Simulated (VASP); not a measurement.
Computed with PBE GGA with D3 dispersion (zero damping), VASP's PBE PAW potentials (set 64) (plane waves; VASP 6.6.1).

The input files of a VASP run:

File KPOINTS:
```
K-points
0
G
  13 13 13
0 0 0
```

**INCAR**
```
! general
SYSTEM   =  WSi2
PREC     =  Accurate
ENCUT    =  520
LREAL    =  .False.   ! projection in real space or not
LASPH    =  .True.   ! aspherical one-centre terms

! electronic loop
EDIFF    =  1E-7   ! SCF stop (eV)
NELM     =  100   ! most electronic steps
ALGO     =  Normal   ! blocked Davidson
LMAXMIX  =  6

! smearing
ISMEAR   =  1   ! Methfessel-Paxton
SIGMA    =  0.1   ! width (eV)

! functional
GGA      =  PE
IVDW     =  11

! ions
IBRION   =  2   ! conjugate gradients
NSW      =  30   ! most ionic steps
ISIF     =  4   ! ions and shape, fixed volume
EDIFFG   =  -0.01   ! ionic stop

! output
LWAVE    =  .False.
LCHARG   =  .False.
```

POSCAR:
```
WSi2
1
   -1.5693386791     1.5693386791     3.8313118867
    1.5693386791    -1.5693386791     3.8313118867
    1.5693386791     1.5693386791    -3.8313118867
Si W
2 1
Direct
  0.6657906203   0.6657906203   0.0000000000
  0.3342093797   0.3342093797   0.0000000000
  0.0000000000   0.0000000000   0.0000000000
```

POTCAR, in this order: Si W_sv (PBE.64 set). Program: vasp_std.

The run wrote:

OUTCAR:
```
 ion  position               nearest neighbor table
   1  0.666  0.666  0.000-   2 2.54   3 2.56   3 2.56   3 2.56   3 2.56   3 2.56   2 2.57   2 2.57
                             2 2.57   2 2.57
   2  0.334  0.334  0.000-   1 2.54   3 2.56   3 2.56   3 2.56   3 2.56   3 2.56   1 2.57   1 2.57
                             1 2.57   1 2.57
   3  0.000  0.000  0.000-   1 2.56   1 2.56   1 2.56   2 2.56   2 2.56   2 2.56   1 2.56   2 2.56
                             1 2.56   2 2.56
  LATTYP: Found a body centered tetragonal cell.
 ALAT       =     3.1386773582
 C/A-ratio  =     2.4413543983
 Subroutine PRICEL returns:
 Original cell was already a primitive cell.
 Subroutine GETGRP returns: Found 16 space group operations
The static configuration has the point symmetry D_4h.
The dynamic configuration has the point symmetry D_4h.
 Subroutine INISYM returns: Found 16 space group operations
 Subroutine IBZKPT returns following result:
 Found    196 irreducible k-points:

 Following reciprocal coordinates:
            Coordinates               Weight
  0.000000  0.000000  0.000000      1.000000
  0.076923  0.000000 -0.000000      8.000000
  0.153846  0.000000  0.000000      8.000000
  0.230769 -0.000000  0.000000      8.000000
...
```

File OSZICAR:
```
       N       E                     dE             d eps       ncg     rms          rms(c)
DAV:   1     0.129779157365E+03    0.12978E+03   -0.11283E+04  5888   0.150E+03
DAV:   2    -0.213119079808E+02   -0.15109E+03   -0.14907E+03  6762   0.367E+02
DAV:   3    -0.253762138828E+02   -0.40643E+01   -0.39459E+01  7833   0.519E+01
DAV:   4    -0.254020884764E+02   -0.25875E-01   -0.25871E-01  6720   0.497E+00
DAV:   5    -0.254024130563E+02   -0.32458E-03   -0.32457E-03  7896   0.543E-01    0.292E+01
DAV:   6    -0.247039570803E+02    0.69846E+00   -0.35971E+00  7112   0.149E+01    0.110E+01
DAV:   7    -0.246224413475E+02    0.81516E-01   -0.17550E-01  6559   0.278E+00    0.469E+00
DAV:   8    -0.246049840478E+02    0.17457E-01   -0.28515E-02  7777   0.152E+00    0.306E-01
DAV:   9    -0.246045848436E+02    0.39920E-03   -0.10136E-03  6944   0.264E-01    0.167E-01
DAV:  10    -0.246045171153E+02    0.67728E-04   -0.24071E-04  7364   0.157E-01    0.408E-02
DAV:  11    -0.246045138633E+02    0.32520E-05   -0.24131E-05  7357   0.404E-02    0.129E-02
DAV:  12    -0.246045140942E+02   -0.23091E-06   -0.85456E-07  7231   0.768E-03    0.362E-03
DAV:  13    -0.246045134846E+02    0.60960E-06   -0.12934E-07  4330   0.401E-03    0.442E-04
DAV:  14    -0.246045134384E+02    0.46238E-07   -0.14855E-08  3619   0.127E-03
   1 F= -.25844406E+02 E0= -.25844358E+02  d E =-.258444E+02
       N       E                     dE             d eps       ncg     rms          rms(c)
DAV:   1    -0.246165526249E+02   -0.12039E-01   -0.40152E-01  6825   0.651E+00    0.564E-01
DAV:   2    -0.246075983120E+02    0.89543E-02   -0.18455E-02  7126   0.112E+00    0.304E-01
DAV:   3    -0.246048717742E+02    0.27265E-02   -0.64398E-03  7511   0.636E-01    0.927E-02
DAV:   4    -0.246048294748E+02    0.42299E-04   -0.35180E-04  6286   0.154E-01    0.360E-02
DAV:   5    -0.246048234302E+02    0.60445E-05   -0.13010E-05  7917   0.254E-02    0.182E-02
DAV:   6    -0.246048230678E+02    0.36245E-06   -0.27215E-06  7000   0.113E-02    0.387E-03
DAV:   7    -0.246048230770E+02   -0.92232E-08   -0.30176E-07  6306   0.406E-03
   2 F= -.25845575E+02 E0= -.25845547E+02  d E =-.116956E-02
       N       E                     dE             d eps       ncg     rms          rms(c)
DAV:   1    -0.246079599351E+02   -0.31369E-02   -0.64430E-02  6818   0.261E+00    0.225E-01
DAV:   2    -0.246065468325E+02    0.14131E-02   -0.28298E-03  7154   0.443E-01    0.122E-01
DAV:   3    -0.246061083576E+02    0.43847E-03   -0.10653E-03  7525   0.258E-01    0.365E-02
DAV:   4    -0.246061033989E+02    0.49587E-05   -0.55114E-05  6174   0.602E-02    0.144E-02
DAV:   5    -0.246061024301E+02    0.96881E-06   -0.19688E-06  7903   0.979E-03    0.740E-03
DAV:   6    -0.246061023300E+02    0.10010E-06   -0.42469E-07  6601   0.447E-03    0.156E-03
DAV:   7    -0.246061023149E+02    0.15167E-07   -0.44533E-08  3283   0.157E-03
   3 F= -.25846521E+02 E0= -.25846479E+02  d E =-.211544E-02
       N       E                     dE             d eps       ncg     rms          rms(c)
DAV:   1    -0.246065810789E+02   -0.47875E-03   -0.11041E-02  6755   0.901E-01    0.770E-02
DAV:   2    -0.246064458441E+02    0.13523E-03   -0.43085E-04  6951   0.167E-01    0.394E-02
DAV:   3    -0.246064088335E+02    0.37011E-04   -0.89294E-05  7434   0.719E-02    0.106E-02
DAV:   4    -0.246064076614E+02    0.11721E-05   -0.68962E-06  6944   0.207E-02    0.574E-03
DAV:   5    -0.246064075002E+02    0.16124E-06   -0.24903E-07  6768   0.379E-03    0.281E-03
DAV:   6    -0.246064074683E+02    0.31896E-07   -0.39325E-08  3430   0.138E-03
   4 F= -.25846618E+02 E0= -.25846579E+02  d E =-.967725E-04
       N       E                     dE             d eps       ncg     rms          rms(c)
DAV:   1    -0.246063779612E+02    0.29539E-04   -0.70251E-04  6734   0.227E-01    0.194E-02
DAV:   2    -0.246063693250E+02    0.86362E-05   -0.27269E-05  6951   0.421E-02    0.992E-03
DAV:   3    -0.246063669864E+02    0.23385E-05   -0.57086E-06  7462   0.182E-02    0.264E-03
DAV:   4    -0.246063669335E+02    0.52958E-07   -0.43526E-07  6503   0.522E-03
   5 F= -.25846630E+02 E0= -.25846590E+02  d E =-.108850E-03
```

OUTCAR:
```
------------------------ aborting loop because EDIFF is reached ----------------------------------------
 Edisp (eV)   -1.24026
  FORCE on cell =-STRESS in cart. coord.  units (eV):
  Direction    XX          YY          ZZ          XY          YZ          ZX
  --------------------------------------------------------------------------------------
  Total       3.89723     3.89723     3.89860     0.00000    -0.00000     0.00000
  in kB     165.43456   165.43456   165.49234     0.00000    -0.00000     0.00000
  external pressure =      165.45 kB  Pullay stress =        0.00 kB
  volume of cell :       37.74
      direct lattice vectors                 reciprocal lattice vectors
    -1.566518503  1.566518503  3.845119193     0.000000000  0.319179122  0.130034981
     1.566518503 -1.566518503  3.845119193     0.319179122  0.000000000  0.130034981
     1.566518503  1.566518503 -3.845119193     0.319179122  0.319179122  0.000000000
 POSITION                                       TOTAL-FORCE (eV/Angst)
 -----------------------------------------------------------------------------------
      0.00000      0.00000      5.12661        -0.000000     -0.000000      0.000261
      0.00000      0.00000      2.56363         0.000000      0.000000     -0.000261
      0.00000      0.00000      0.00000        -0.000000     -0.000000     -0.000000
 -----------------------------------------------------------------------------------
    total drift:                                0.000000      0.000000      0.000000
  FREE ENERGIE OF THE ION-ELECTRON SYSTEM (eV)
  ---------------------------------------------------
  free  energy   TOTEN  =       -25.8466301968 eV

  energy  without entropy=      -25.8465100264  energy(sigma->0) =      -25.84659014

 reached required accuracy - stopping structural energy minimisation
```
(Selected blocks of OUTCAR.)

File CONTCAR:
```
WSi2
   1.00000000000000
    -1.5665185029279431    1.5665185029279431    3.8451191931247148
     1.5665185029279431   -1.5665185029279431    3.8451191931247148
     1.5665185029279431    1.5665185029279431   -3.8451191931247148
  Si              W
     2     1
Direct
     0.6666386965100252    0.6666386965100252    0.0000000000000000
     0.3333613034899748    0.3333613034899748    0.0000000000000000
     0.0000000000000000    0.0000000000000000    0.0000000000000000
```

OUTCAR:
```
 val. band max:       12.9959579625   @ k =  -0.3846  -0.4615   0.3846

 cond. band min:      13.0381845602   @ k =  -0.4615   0.4615   0.3077


 Fermi energy:        13.0230633489

 k-point     1 :       0.0000    0.0000    0.0000
  band No.  band energies     occupation
      1     -60.7143      2.00000
      2     -25.0600      2.00000
      3     -24.9812      2.00000
      4     -24.9812      2.00000
      5      -1.7005      2.00000
      6       5.6788      2.00000
      7       9.2287      2.00000
      8       9.3317      2.00000
      9       9.9499      2.00000
     10       9.9499      2.00000
     11      13.7334     -0.00000
     12      15.6100      0.00000
     13      16.1804      0.00000
     14      16.3858      0.00000
     15      16.3858      0.00000

 k-point     2 :       0.0769    0.0000   -0.0000
  band No.  band energies     occupation
      1     -60.7137      2.00000
      2     -25.0587      2.00000
      3     -24.9983      2.00000
      4     -24.9796      2.00000
      5      -1.5796      2.00000
      6       5.7043      2.00000
      7       8.7735      2.00000
      8       9.3453      2.00000
      9      10.0299      2.00000
     10      10.1403      2.00000
     11      13.2561     -0.00478
     12      15.7956      0.00000
     13      15.9805      0.00000
     14      16.0687      0.00000
     15      16.9266      0.00000

 k-point     3 :       0.1538    0.0000    0.0000
  band No.  band energies     occupation
      1     -60.7119      2.00000
      2     -25.0553      2.00000
      3     -25.0452      2.00000
      4     -24.9753      2.00000
      5      -1.2228      2.00000
      6       5.7405      2.00000
      7       7.9851      2.00000
      8       9.3131      2.00000
      9      10.2594      2.00000
     10      10.3106      2.00000
     11      12.4114      2.00000
     12      14.9755     -0.00000
     13      15.6451      0.00000
     14      16.9539      0.00000
     15      17.7044      0.00000
...
```

Unless said otherwise, spin-orbit coupling is left out, though it shifts the bands of the heavy elements here.

The compound is WSi2 in the MoSi2 type structure. This cell is one point of a volume scan, at 0.94 of the reference volume. Symmetry was kept, so distortions that lower it aren't found.
